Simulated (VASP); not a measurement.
Output of a VASP run:

**OUTCAR**
```
 ion  position               nearest neighbor table
   1  0.333  0.667  0.250-   2 2.87   2 2.87   2 2.87   2 2.87   2 2.87   2 2.87
   2  0.667  0.333  0.750-   1 2.87   1 2.87   1 2.87   1 2.87   1 2.87   1 2.87
  LATTYP: Found a hexagonal cell.
 ALAT       =     3.0163952429
 C/A-ratio  =     1.5141839277
 Subroutine PRICEL returns:
 Original cell was already a primitive cell.
 Subroutine GETGRP returns: Found 24 space group operations
The static configuration has the point symmetry D_3d.
 The point group associated with its full space group is D_6h.
The dynamic configuration has the point symmetry D_3d.
 Subroutine INISYM returns: Found 24 space group operations
 Subroutine IBZKPT returns following result:
 Found     95 irreducible k-points:

 Following reciprocal coordinates:
            Coordinates               Weight
  0.000000  0.000000  0.000000      1.000000
  0.083333 -0.000000  0.000000      6.000000
  0.166667 -0.000000  0.000000      6.000000
  0.250000 -0.000000  0.000000      6.000000
  0.333333 -0.000000  0.000000      6.000000
  0.416667  0.000000  0.000000      6.000000
  0.500000 -0.000000  0.000000      3.000000
  0.083333  0.083333  0.000000      6.000000
  0.166667  0.083333  0.000000     12.000000
  0.250000  0.083333  0.000000     12.000000
  0.333333  0.083333  0.000000     12.000000
  0.416667  0.083333  0.000000     12.000000
  0.166667  0.166667  0.000000      6.000000
  0.250000  0.166667  0.000000     12.000000
  0.333333  0.166667  0.000000     12.000000
  0.416667  0.166667  0.000000      6.000000
  0.250000  0.250000  0.000000      6.000000
  0.333333  0.250000  0.000000     12.000000
  0.333333  0.333333  0.000000      2.000000
  0.000000  0.000000  0.125000      2.000000
  0.083333 -0.000000  0.125000     12.000000
  0.166667 -0.000000  0.125000     12.000000
  0.250000 -0.000000  0.125000     12.000000
  0.333333 -0.000000  0.125000     12.000000
  0.416667  0.000000  0.125000     12.000000
  0.500000 -0.000000  0.125000      6.000000
  0.083333  0.083333  0.125000     12.000000
  0.166667  0.083333  0.125000     24.000000
  0.250000  0.083333  0.125000     24.000000
  0.333333  0.083333  0.125000     24.000000
  0.416667  0.083333  0.125000     24.000000
  0.166667  0.166667  0.125000     12.000000
  0.250000  0.166667  0.125000     24.000000
  0.333333  0.166667  0.125000     24.000000
  0.416667  0.166667  0.125000     12.000000
  0.250000  0.250000  0.125000     12.000000
  0.333333  0.250000  0.125000     24.000000
  0.333333  0.333333  0.125000      4.000000
  0.000000  0.000000  0.250000      2.000000
  0.083333 -0.000000  0.250000     12.000000
   k-points           NKPTS =     95   k-points in BZ     NKDIM =     95   number of bands    NBANDS=     15
   number of dos      NEDOS =    301   number of ions     NIONS =      2
   total plane-waves  NPLWV =  20736
   dimension x,y,z NGX =    24 NGY =   24 NGZ =   36
   dimension x,y,z NGXF=    48 NGYF=   48 NGZF=   72
   ions per type =               2
   PREC   = accura    normal or accurate (medium, high low for compatibility)
   ISTART =      0    job   : 0-new  1-cont  2-samecut
   ICHARG =      2    charge: 1-file 2-atom 10-const
   ISPIN  =      1    spin polarized calculation?
   LNONCOLLINEAR =      F non collinear calculations
   LSORBIT =      F    spin-orbit coupling
   INIWAV =      1    electr: 0-lowe 1-rand  2-diag
   ENCUT  =  480.0 eV  35.28 Ry    5.94 a.u.   5.39  5.39  8.16*2*pi/ulx,y,z
   NELM   =    100;   NELMIN=  2; NELMDL= -5     # of ELM steps
   EDIFF  = 0.1E-06   stopping-criterion for ELM
   LREAL  =      F    real-space projection
   NLSPLINE    = F    spline interpolate recip. space projectors
   LMAXMIX     =    4 max onsite mixed and CHGCAR
   VOSKOWN=      0    Vosko Wilk Nusair interpolation
   EDIFFG = -.1E-01   stopping-criterion for IOM
   NSW    =     40    number of steps for IOM
...
```

**OSZICAR**
```
...
DAV:   5    -0.276557812421E+02   -0.38956E-02   -0.38944E-02  4695   0.255E+00    0.149E+01
DAV:   6    -0.223641581824E+02    0.52916E+01   -0.60029E+00  2864   0.430E+01    0.279E+00
DAV:   7    -0.206933919148E+02    0.16708E+01   -0.11661E+00  3991   0.973E+00    0.114E+00
DAV:   8    -0.218157458904E+02   -0.11224E+01   -0.69164E-01  3347   0.843E+00    0.698E-01
DAV:   9    -0.216713698369E+02    0.14438E+00   -0.31515E-01  2857   0.667E+00    0.235E-01
DAV:  10    -0.216284206286E+02    0.42949E-01   -0.49030E-02  3564   0.271E+00    0.175E-01
DAV:  11    -0.216537730211E+02   -0.25352E-01   -0.66050E-03  3498   0.917E-01    0.123E-01
DAV:  12    -0.216620868676E+02   -0.83138E-02   -0.12819E-02  2941   0.124E+00    0.461E-02
DAV:  13    -0.216632889108E+02   -0.12020E-02   -0.10675E-03  4642   0.498E-01    0.529E-02
DAV:  14    -0.216632585914E+02    0.30319E-04   -0.19184E-05  3728   0.565E-02    0.644E-02
DAV:  15    -0.216628290890E+02    0.42950E-03   -0.24824E-04  3644   0.151E-01    0.431E-03
DAV:  16    -0.216628202746E+02    0.88144E-05   -0.18133E-05  4452   0.471E-02    0.841E-03
DAV:  17    -0.216628237779E+02   -0.35032E-05   -0.50955E-07  2986   0.102E-02    0.845E-03
DAV:  18    -0.216628131107E+02    0.10667E-04   -0.25822E-06  3970   0.195E-02    0.209E-03
DAV:  19    -0.216628164616E+02   -0.33509E-05   -0.38391E-07  2517   0.710E-03    0.107E-03
DAV:  20    -0.216628151725E+02    0.12891E-05   -0.34498E-07  2412   0.867E-03    0.773E-04
DAV:  21    -0.216628167756E+02   -0.16031E-05   -0.63580E-08  1698   0.595E-03    0.153E-04
DAV:  22    -0.216628165635E+02    0.21204E-06   -0.17958E-08  1642   0.373E-03    0.289E-04
DAV:  23    -0.216628165758E+02   -0.12276E-07   -0.79238E-09  1649   0.237E-03
   1 F= -.14923984E+02 E0= -.14924144E+02  d E =-.149240E+02
       N       E                     dE             d eps       ncg     rms          rms(c)
DAV:   1    -0.216537859161E+02    0.90306E-02   -0.11728E-02  2864   0.180E+00    0.158E-01
DAV:   2    -0.216534526203E+02    0.33330E-03   -0.90333E-04  3332   0.484E-01    0.440E-02
DAV:   3    -0.216534231402E+02    0.29480E-04   -0.17351E-04  3586   0.172E-01    0.212E-02
DAV:   4    -0.216534253780E+02   -0.22378E-05   -0.19050E-05  3301   0.597E-02    0.766E-03
DAV:   5    -0.216534267041E+02   -0.13261E-05   -0.26686E-05  2962   0.660E-02    0.380E-03
DAV:   6    -0.216534285373E+02   -0.18332E-05   -0.49181E-06  3529   0.305E-02    0.473E-04
DAV:   7    -0.216534283954E+02    0.14197E-06   -0.83861E-08  1950   0.476E-03    0.332E-04
DAV:   8    -0.216534283491E+02    0.46261E-07   -0.26371E-08  1579   0.376E-03
   2 F= -.14923980E+02 E0= -.14924136E+02  d E =0.338846E-05
       N       E                     dE             d eps       ncg     rms          rms(c)
DAV:   1    -0.216588720442E+02   -0.54436E-02   -0.37729E-03  2864   0.102E+00    0.892E-02
DAV:   2    -0.216587714965E+02    0.10055E-03   -0.29076E-04  3318   0.274E-01    0.249E-02
DAV:   3    -0.216587602059E+02    0.11291E-04   -0.55905E-05  3564   0.977E-02    0.120E-02
DAV:   4    -0.216587551673E+02    0.50386E-05   -0.60728E-06  3318   0.336E-02    0.429E-03
DAV:   5    -0.216587573207E+02   -0.21534E-05   -0.84923E-06  2913   0.372E-02    0.212E-03
DAV:   6    -0.216587568222E+02    0.49846E-06   -0.15235E-06  3249   0.170E-02    0.269E-04
DAV:   7    -0.216587569315E+02   -0.10921E-06   -0.31256E-08  1607   0.305E-03    0.221E-04
DAV:   8    -0.216587569280E+02    0.34865E-08   -0.10805E-08  1551   0.252E-03
   3 F= -.14923989E+02 E0= -.14924147E+02  d E =-.554569E-05
```

### OUTCAR
```
------------------------ aborting loop because EDIFF is reached ----------------------------------------
  FORCE on cell =-STRESS in cart. coord.  units (eV):
  Direction    XX          YY          ZZ          XY          YZ          ZX
  --------------------------------------------------------------------------------------
  Total        6.7347508      6.7347500      6.7318143      0.0000000     -0.0000000      0.0000000
  in kB      299.9992463    299.9992074    299.8684373      0.0000000     -0.0000000      0.0000000
  external PRESSURE =      -0.0443697 kB  Pullay stress =     300.0000000 kB
  volume of cell :       35.97
      direct lattice vectors                 reciprocal lattice vectors
     1.507912110 -2.611780219 -0.000000000     0.331584312 -0.191440304 -0.000000000
     1.507912110  2.611780219 -0.000000000     0.331584312  0.191440304  0.000000000
     0.000000000 -0.000000000  4.566351071     0.000000000 -0.000000000  0.218993236
 POSITION                                       TOTAL-FORCE (eV/Angst)
 -----------------------------------------------------------------------------------
      1.50791      0.87060      1.14159        -0.000000      0.000000      0.000000
      1.50791     -0.87060      3.42476         0.000000     -0.000000      0.000000
 -----------------------------------------------------------------------------------
    total drift:                                0.000000      0.000610     -0.000015
  FREE ENERGIE OF THE ION-ELECTRON SYSTEM (eV)
  ---------------------------------------------------
  free  energy   TOTEN  =       -21.6587569280 eV

  energy  without entropy=      -21.6592317554  energy(sigma->0) =      -21.65891520
  enthalpy is  TOTEN    =       -14.9239891824 eV   P V=        6.7347677456

 reached required accuracy - stopping structural energy minimisation
```
(Selected blocks of OUTCAR.)

**POSCAR**
```
Sc
1
    1.5081976858    -2.6122748710    -0.0000000000
    1.5081976858     2.6122748710    -0.0000000000
    0.0000000000    -0.0000000000     4.5673771963
Sc
2
Direct
  0.3333330000   0.6666670000   0.2500000000
  0.6666670000   0.3333330000   0.7500000000
```

Problem. Reconstruct the remaining input files.

Solution. This is not unique; one that fits is the input of the run itself, r2SCAN meta-GGA, plane waves, VASP's PBE PAW potentials (set 64).

INCAR:
```
SYSTEM = Sc
PREC = Accurate
ENCUT = 480
EDIFF = 1E-7
NELM = 100
ALGO = Normal
LREAL = .FALSE.
LASPH = .TRUE.
ISMEAR = 1
SIGMA = 0.1
METAGGA = R2SCAN
LMIXTAU = .TRUE.
LMAXMIX = 4
LWAVE = .FALSE.
LCHARG = .FALSE.
ISIF = 3
IBRION = 2
NSW = 40
EDIFFG = -0.01
PSTRESS = 300
```

### KPOINTS
```
K-points
0
Gamma
12 12 8
0 0 0
```

POTCAR, in this order: Sc_sv (PBE.64 set). Program: vasp_std.

The compound is Sc in the hcp structure. This run relaxes it under an external pressure of 30 GPa. Symmetry was kept, so distortions that lower it aren't found.
